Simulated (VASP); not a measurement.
Computed with LDA (Ceperley-Alder, Perdew-Zunger), VASP's LDA PAW potentials (set 64) (plane waves; VASP 6.6.1).

VASP input:

**POSCAR**
```
MgS
1
    0.0000000000     2.5587185624     2.5587185624
    2.5587185624     0.0000000000     2.5587185624
    2.5587185624     2.5587185624     0.0000000000
Mg S
1 1
Direct
  0.0000000000   0.0000000000   0.0000000000
  0.5000000000   0.5000000000   0.5000000000
```

### KPOINTS
```
Automatic mesh
0
Gamma
8 8 8
0 0 0
```

### INCAR
```
SYSTEM = MgS
PREC = Accurate
ENCUT = 400
EDIFF = 1E-8
NELM = 100
ALGO = Normal
LREAL = .FALSE.
LASPH = .TRUE.
ISMEAR = 0
SIGMA = 0.05
LWAVE = .FALSE.
LCHARG = .FALSE.
IBRION = 1
ISIF = 2
NSW = 30
EDIFFG = -0.001
```

POTCAR, in this order: Mg S (LDA.64 set). Program: vasp_std.

The run wrote:

### OUTCAR
```
 ion  position               nearest neighbor table
   1  0.000  0.000  0.000-   2 2.56   2 2.56   2 2.56   2 2.56   2 2.56   2 2.56
   2  0.500  0.500  0.500-   1 2.56   1 2.56   1 2.56   1 2.56   1 2.56   1 2.56
  LATTYP: Found a face centered cubic cell.
 ALAT       =     5.1174371248
 Subroutine PRICEL returns:
 Original cell was already a primitive cell.
 Subroutine GETGRP returns: Found 48 space group operations
The static configuration has the point symmetry O_h .
The dynamic configuration has the point symmetry O_h .
 Subroutine INISYM returns: Found 48 space group operations
 Subroutine IBZKPT returns following result:
 Found     29 irreducible k-points:

 Following reciprocal coordinates:
            Coordinates               Weight
  0.000000  0.000000  0.000000      1.000000
  0.125000  0.000000  0.000000      8.000000
  0.250000  0.000000  0.000000      8.000000
  0.375000  0.000000  0.000000      8.000000
  0.500000  0.000000  0.000000      4.000000
  0.125000  0.125000  0.000000      6.000000
  0.250000  0.125000  0.000000     24.000000
  0.375000  0.125000  0.000000     24.000000
  0.500000  0.125000  0.000000     24.000000
 -0.375000  0.125000  0.000000     24.000000
 -0.250000  0.125000  0.000000     24.000000
 -0.125000  0.125000  0.000000     12.000000
  0.250000  0.250000  0.000000      6.000000
  0.375000  0.250000  0.000000     24.000000
  0.500000  0.250000  0.000000     24.000000
 -0.375000  0.250000  0.000000     24.000000
 -0.250000  0.250000  0.000000     12.000000
  0.375000  0.375000  0.000000      6.000000
  0.500000  0.375000  0.000000     24.000000
 -0.375000  0.375000  0.000000     12.000000
  0.500000  0.500000  0.000000      3.000000
  0.375000  0.250000  0.125000     24.000000
  0.500000  0.250000  0.125000     48.000000
 -0.375000  0.250000  0.125000     24.000000
...
```

### OSZICAR
```
       N       E                     dE             d eps       ncg     rms          rms(c)
DAV:   1     0.159678523773E+02    0.15968E+02   -0.31922E+03   496   0.651E+02
DAV:   2    -0.933453485228E+01   -0.25302E+02   -0.23406E+02   600   0.970E+01
DAV:   3    -0.100111890462E+02   -0.67665E+00   -0.67665E+00   584   0.216E+01
DAV:   4    -0.100139966850E+02   -0.28076E-02   -0.28076E-02   744   0.154E+00
DAV:   5    -0.100139981142E+02   -0.14292E-05   -0.14292E-05   576   0.328E-02    0.463E+00
DAV:   6    -0.964613870080E+01    0.36786E+00   -0.94402E-01   504   0.476E+00    0.357E+00
DAV:   7    -0.959692284734E+01    0.49216E-01   -0.21025E-01   592   0.234E+00    0.223E+00
DAV:   8    -0.959230777181E+01    0.46151E-02   -0.92721E-03   592   0.731E-01    0.791E-01
DAV:   9    -0.959211326617E+01    0.19451E-03   -0.49122E-04   576   0.160E-01    0.244E-01
DAV:  10    -0.959210718293E+01    0.60832E-05   -0.21221E-05   656   0.293E-02    0.828E-02
DAV:  11    -0.959210667861E+01    0.50433E-06   -0.42805E-06   584   0.123E-02    0.153E-02
DAV:  12    -0.959210665042E+01    0.28190E-07   -0.85635E-08   592   0.200E-03    0.598E-03
DAV:  13    -0.959210664316E+01    0.72540E-08   -0.13459E-08   424   0.692E-04
   1 F= -.95921066E+01 E0= -.95921066E+01  d E =-.959211E+01
```

**OUTCAR**
```
------------------------ aborting loop because EDIFF is reached ----------------------------------------
  FORCE on cell =-STRESS in cart. coord.  units (eV):
  Direction    XX          YY          ZZ          XY          YZ          ZX
  --------------------------------------------------------------------------------------
  Total        0.0009962      0.0009962      0.0009962      0.0000000      0.0000000     -0.0000000
  in kB        0.0476397      0.0476397      0.0476397      0.0000000      0.0000000     -0.0000000
  external PRESSURE =       0.0476397 kB  Pullay stress =       0.0000000 kB
  volume of cell :       33.50
      direct lattice vectors                 reciprocal lattice vectors
     0.000000000  2.558718562  2.558718562    -0.195410315  0.195410315  0.195410315
     2.558718562  0.000000000  2.558718562     0.195410315 -0.195410315  0.195410315
     2.558718562  2.558718562  0.000000000     0.195410315  0.195410315 -0.195410315
 POSITION                                       TOTAL-FORCE (eV/Angst)
 -----------------------------------------------------------------------------------
      0.00000      0.00000      0.00000        -0.000000     -0.000000     -0.000000
      2.55872      2.55872      2.55872         0.000000      0.000000      0.000000
 -----------------------------------------------------------------------------------
    total drift:                               -0.000000     -0.000000      0.000000
  FREE ENERGIE OF THE ION-ELECTRON SYSTEM (eV)
  ---------------------------------------------------
  free  energy   TOTEN  =        -9.5921066432 eV

  energy  without entropy=       -9.5921066432  energy(sigma->0) =       -9.59210664

 reached required accuracy - stopping structural energy minimisation
```
(Selected blocks of OUTCAR.)

The compound is MgS in the rock salt structure. It was relaxed first. The start is the result of an earlier pass.
